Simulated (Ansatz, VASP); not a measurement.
# InCl3 (InCl3 (P6_3/mmc)): VASP beside Ansatz

Aim: how closely do two programs agree when they are given the same cell, functional and k mesh? The cell is taken from a series of runs on this material, whose earlier steps may have relaxed, scaled, displaced or heated it; both programs get it as it stands.

Program: Ansatz 0.2.0. Level of theory: plane waves, with VASP 6.6.1 beside it; relaxation of cell and atoms at PBEsol. Results are calculated unless marked as measured.

### 1. Starting point

The structure is hexagonal, space group P6_3/mmc (No. 194). The conventional cell has a = 9.589 Å, b = 9.589 Å, c = 3.411 Å, α = 90.00°, β = 90.00°, γ = 120.00°. Nearest to In lie 6 Cl at 2.56 Å. Nearest to Cl lie 2 In at 2.56 Å. Farther neighbours and most contacts between anions are not listed.

Coordinates:

```cif
data_structure
_symmetry_space_group_name_H-M 'P6_3/mmc'
_symmetry_Int_Tables_number 194
_cell_length_a 9.5887
_cell_length_b 9.5887
_cell_length_c 3.4114
_cell_angle_alpha 90.000
_cell_angle_beta 90.000
_cell_angle_gamma 120.000
_cell_volume 271.64
loop_
_atom_site_label
_atom_site_type_symbol
_atom_site_symmetry_multiplicity
_atom_site_Wyckoff_symbol
_atom_site_fract_x
_atom_site_fract_y
_atom_site_fract_z
_atom_site_occupancy
In1 In 2 d 0.66667 0.33333 0.25000 1
Cl1 Cl 6 h 0.78184 0.21816 0.75000 1
```

### 2. VASP: relaxation of cell and atoms, PBEsol

The relaxed volume is the usual yardstick between codes: in a stiff, nearly cubic crystal its relative difference is about their pressure difference at one cell divided by the bulk modulus.

Lines of VASP's logs that name or quote its potential files are left out, and so is its time.

Input file INCAR:

```
SYSTEM = InCl3
PREC = Accurate
ENCUT = 500
EDIFF = 1E-07
NELM = 120
ISMEAR = -1
SIGMA = 0.01
LREAL = .FALSE.
ALGO = Normal
GGA = PS
NBANDS = 42
LORBIT = 11
LWAVE = .FALSE.
LCHARG = .FALSE.
ISIF = 3
IBRION = 2
NSW = 80
EDIFFG = -0.005
LASPH = .TRUE.
GGA_COMPAT = .FALSE.
NELMIN = 4
EFERMI = MIDGAP
KPAR = 2
```

Input file POSCAR:

```
InCl3
1.0
    9.5886840000      0.0000000000      0.0000000000
   -4.7943420000      8.3040440000      0.0000000000
    0.0000000000      0.0000000000      3.4114470000
In Cl
2 6
Direct
    0.6666666867      0.3333333735      0.2500000733
    0.3333333133      0.6666666265      0.7499999267
    0.7818374906      0.2181625001      0.7499999267
    0.4363250095      0.2181625001      0.7499999267
    0.7818374999      0.5636749998      0.7499999267
    0.2181625094      0.7818374999      0.2500000733
    0.5636749905      0.7818374999      0.2500000733
    0.2181625001      0.4363250002      0.2500000733
```

Input file KPOINTS:

```
Automatic mesh
0
Gamma
4 4 8
0 0 0
```

PAW data sets: In_d and Cl (PBE family, release 64).

Run with:

```sh
> mpirun -np 2 vasp_std
```

Numbers of over 12 decimals in the logs are rounded to 6 here.

What it wrote:

```text
[banner, memory and clock lines left out]
running    2 mpi-ranks, on    1 nodes
 distrk:  each k-point on    1 cores,    2 groups
 distr:  one band on    1 cores,    1 groups

 POSCAR found type information on POSCAR InCl
 POSCAR found :  2 types and       8 ions
|                                                                             |
|               ----> ADVICE to this user running VASP <----                  |
|                                                                             |
|     You enforced a specific xc type in the INCAR file but a different       |
|     [... a line on the potential file left out ...]
|     I HOPE YOU KNOW WHAT YOU ARE DOING!                                     |
|                                                                             |

 LDA part: xc-table for (Slater+PW92), standard interpolation
 POSCAR, INCAR and KPOINTS ok, starting setup
 FFT: planning ... GRIDC
 FFT: planning ... GRID_SOFT
 FFT: planning ... GRID
 WAVECAR not read
 entering main loop
       N       E                     dE             d eps       ncg     rms          rms(c)
DAV:   1     0.690128970085E+03    0.69013E+03   -0.28995E+04  1704   0.150E+03
DAV:   2     0.836048963225E+02   -0.60652E+03   -0.58057E+03  1998   0.366E+02
DAV:   3    -0.214639728337E+02   -0.10507E+03   -0.10365E+03  2092   0.172E+02
DAV:   4    -0.269300165734E+02   -0.54660E+01   -0.54311E+01  1936   0.461E+01
DAV:   5    -0.272221635239E+02   -0.29215E+00   -0.29194E+00  2490   0.102E+01    0.119E+01
DAV:   6    -0.259509359138E+02    0.12712E+01   -0.20382E+00  2310   0.209E+01    0.825E+00
DAV:   7    -0.258408806438E+02    0.11006E+00   -0.93036E-01  2536   0.114E+01    0.226E+00
DAV:   8    -0.258459252083E+02   -0.50446E-02   -0.27442E-01  2548   0.611E+00    0.113E+00
DAV:   9    -0.258477411620E+02   -0.18160E-02   -0.19636E-02  2446   0.854E-01    0.343E-01
DAV:  10    -0.258482634447E+02   -0.52228E-03   -0.15598E-03  2598   0.536E-01    0.147E-01
DAV:  11    -0.258485121017E+02   -0.24866E-03   -0.86611E-04  2340   0.263E-01    0.411E-02
DAV:  12    -0.258485329878E+02   -0.20886E-04   -0.36218E-05  2384   0.400E-02    0.252E-02
DAV:  13    -0.258485500986E+02   -0.17111E-04   -0.20940E-05  1910   0.217E-02    0.176E-02
DAV:  14    -0.258485501971E+02   -0.98506E-07   -0.11569E-06  2186   0.144E-02    0.513E-03
DAV:  15    -0.258485511717E+02   -0.97453E-06   -0.10129E-06  1540   0.640E-03    0.191E-03
DAV:  16    -0.258485512480E+02   -0.76369E-07   -0.80957E-08  1392   0.303E-03
   1 F= -.25848551E+02 E0= -.25848551E+02  d E =-.258486E+02
[...]
2 F= -.25851930E+02 E0= -.25851930E+02  d E =-.337905E-02
[...]
3 F= -.25853826E+02 E0= -.25853826E+02  d E =-.527445E-02
[...]
4 F= -.25853824E+02 E0= -.25853824E+02  d E =-.527247E-02
[...]
5 F= -.25853871E+02 E0= -.25853871E+02  d E =-.476571E-04
[...]
6 F= -.25853876E+02 E0= -.25853876E+02  d E =-.527067E-04
[...]
7 F= -.25853876E+02 E0= -.25853876E+02  d E =-.526840E-04
 curvature:  -0.78 expect dE=-0.106E-04 dE for cont linesearch -0.369E-08
 trial: gam= 0.05778 g(F)=  0.725E-05 g(S)=  0.637E-05 ort =-0.621E-06 (trialstep = 0.102E+01)
 search vector abs. value=  0.138E-04
 bond charge predicted
       N       E                     dE             d eps       ncg     rms          rms(c)
DAV:   1    -0.258538919653E+02   -0.15572E-04   -0.15771E-03  1844   0.254E-01    0.412E-02
DAV:   2    -0.258538887971E+02    0.31682E-05   -0.98579E-05  2064   0.674E-02    0.127E-02
DAV:   3    -0.258538855696E+02    0.32274E-05   -0.59451E-06  2110   0.194E-02    0.743E-03
DAV:   4    -0.258538841077E+02    0.14619E-05   -0.18290E-06  2606   0.141E-02    0.273E-03
DAV:   5    -0.258538836939E+02    0.41384E-06   -0.29470E-07  1246   0.360E-03    0.126E-03
DAV:   6    -0.258538835619E+02    0.13197E-06   -0.62386E-08   864   0.259E-03    0.566E-04
DAV:   7    -0.258538835410E+02    0.20870E-07   -0.20196E-08   854   0.170E-03
   8 F= -.25853884E+02 E0= -.25853884E+02  d E =-.713893E-05
 trial-energy change:   -0.000007  1 .order   -0.000007   -0.000014   -0.000001
 step:   1.1044(harm=  1.1044)  dis= 0.00030  next Energy=   -25.853884 (dE=-0.750E-05)
 reached required accuracy - stopping structural energy minimisation
```

Parts of OUTCAR (step 2):

```text
ion  position               nearest neighbor table
   1  0.667  0.333  0.250-   5 2.56   4 2.56   3 2.56   5 2.56   4 2.56   3 2.56
   2  0.333  0.667  0.750-   8 2.56   7 2.56   6 2.56   8 2.56   7 2.56   6 2.56
   3  0.782  0.218  0.750-   1 2.56   1 2.56
   4  0.436  0.218  0.750-   1 2.56   1 2.56
   5  0.782  0.564  0.750-   1 2.56   1 2.56
   6  0.218  0.782  0.250-   2 2.56   2 2.56
   7  0.564  0.782  0.250-   2 2.56   2 2.56
   8  0.218  0.436  0.250-   2 2.56   2 2.56

  LATTYP: Found a hexagonal cell.
 ALAT       =     9.5886840000
 C/A-ratio  =     0.3557784363

 Subroutine GETGRP returns: Found 24 space group operations
 (whereof 12 operations were pure point group operations)

The static configuration has the point symmetry D_3d.
 The point group associated with its full space group is D_6h.

 Found     20 irreducible k-points:

   k-points           NKPTS =     20   k-points in BZ     NKDIM =     20   number of bands    NBANDS=     42

   dimension x,y,z NGX =    70 NGY =   70 NGZ =   28
   dimension x,y,z NGXF=   140 NGYF=  140 NGZF=   56

   ENCUT  =  500.0 eV  36.75 Ry    6.06 a.u.  17.48 17.48  6.22*2*pi/ulx,y,z

   NELECT =      68.0000    total number of electrons

 k-points in reciprocal lattice and weights: Automatic mesh
   0.00000000  0.00000000  0.00000000       0.008
   0.25000000  0.00000000  0.00000000       0.047
   0.50000000  0.00000000  0.00000000       0.023
   0.25000000  0.25000000  0.00000000       0.047
   0.00000000  0.00000000  0.12500000       0.016
   0.25000000  0.00000000  0.12500000       0.094
   0.50000000  0.00000000  0.12500000       0.047
   0.25000000  0.25000000  0.12500000       0.094
   0.00000000  0.00000000  0.25000000       0.016
[...]
0.50000000  0.00000000  0.50000000       0.023
   0.25000000  0.25000000  0.50000000       0.047

 average (electrostatic) potential at core
       1-100.5646       2-100.5646       3 -94.8347       4 -94.8347       5 -94.8348
       6 -94.8347       7 -94.8347       8 -94.8348

 E-fermi :   0.4463

 k-point     1 :       0.0000    0.0000    0.0000
  band No.  band energies     occupation
    ...
     30      -1.2483      2.00000
     31      -1.2483      2.00000
     32      -1.1980      2.00000
     33      -1.1980      2.00000
     34      -1.1447      2.00000
     35       2.1507      0.00000
     36       2.7517      0.00000
     37       5.6041      0.00000
     38       5.6041      0.00000
     39       5.9568      0.00000
    ...

 k-point     2 :       0.2500    0.0000    0.0000
  band No.  band energies     occupation
    ...
     30      -1.2596      2.00000
     31      -1.2503      2.00000
     32      -1.2454      2.00000
     33      -1.1959      2.00000
     34      -1.1857      2.00000
     35       2.2605      0.00000
     36       2.6986      0.00000
     37       5.3940      0.00000
     38       5.5831      0.00000
     39       5.9444      0.00000
    ...

 k-point     3 :       0.5000    0.0000    0.0000
  band No.  band energies     occupation
    ...
     30      -1.4169      2.00000
     31      -1.2679      2.00000
     32      -1.2521      2.00000
     33      -1.1940      2.00000
     34      -1.1763      2.00000
     35       2.4174      0.00000
     36       2.5984      0.00000
     37       5.2592      0.00000
     38       5.5630      0.00000
     39       5.9171      0.00000
    ...

  Total       -0.0276419     -0.0276419     -0.0080951      0.0000000      0.0000000     -0.0000000
  in kB       -0.1646180     -0.1646180     -0.0482092      0.0000000      0.0000000     -0.0000000
  external PRESSURE =      -0.1258150 kB  Pullay stress =       0.0000000 kB

  energy-cutoff  :      500.00
  volume of cell :      269.03
      direct lattice vectors                 reciprocal lattice vectors
     9.568084361 -0.000000000  0.000000000     0.104514129  0.060341260 -0.000000000
    -4.784042180  8.286204189 -0.000000000     0.000000000  0.120682520 -0.000000000
     0.000000000  0.000000000  3.393282818     0.000000000  0.000000000  0.294699868

 POSITION                                       TOTAL-FORCE (eV/Angst)
 -----------------------------------------------------------------------------------
      4.78404      2.76207      0.84832        -0.000000     -0.000000      0.000000
      0.00000      5.52414      2.54496        -0.000000     -0.000000     -0.000000
      6.43528      1.80873      2.54496         0.000781     -0.000451      0.000000
      3.13281      1.80873      2.54496        -0.000781     -0.000451     -0.000000
      4.78404      4.66875      2.54496        -0.000000      0.000902      0.000000
     -1.65124      6.47748      0.84832        -0.000781      0.000451     -0.000000
      1.65124      6.47748      0.84832         0.000781      0.000451     -0.000000
      0.00000      3.61745      0.84832         0.000000     -0.000902     -0.000000
 -----------------------------------------------------------------------------------
    total drift:                               -0.000000     -0.000265      0.000000

  FREE ENERGIE OF THE ION-ELECTRON SYSTEM (eV)
  ---------------------------------------------------
  free  energy   TOTEN  =       -25.8538835410 eV

  energy  without entropy=      -25.8538835410  energy(sigma->0) =      -25.85388354

 reached required accuracy - stopping structural energy minimisation

 total charge
# of ion       s       p       d       tot
------------------------------------------
    1        0.673   0.579   9.978  11.230
    2        0.673   0.579   9.978  11.230
    3        1.599   3.476   0.000   5.075
    4        1.599   3.476   0.000   5.075
    5        1.599   3.476   0.000   5.075
    6        1.599   3.476   0.000   5.075
    7        1.599   3.476   0.000   5.075
    8        1.599   3.476   0.000   5.075
--------------------------------------------------
tot         10.938  22.016  19.957  52.911

[... 3 further parts left out ...]
```

(Part 1 of 2 ends here.)

[Lines on the potential files, build, host, timing and source positions are cut from VASP's logs without a mark.]

[Logs are printed without paths, hosts, clocks, repeated set-up lines and the standing remarks that a program may print on its own settings, such as how far it seeks lower states.]

[Hosts, paths, dates, database ids (printed as entryN), source tags and the programs' standing remarks are cut or masked in the printed files.]
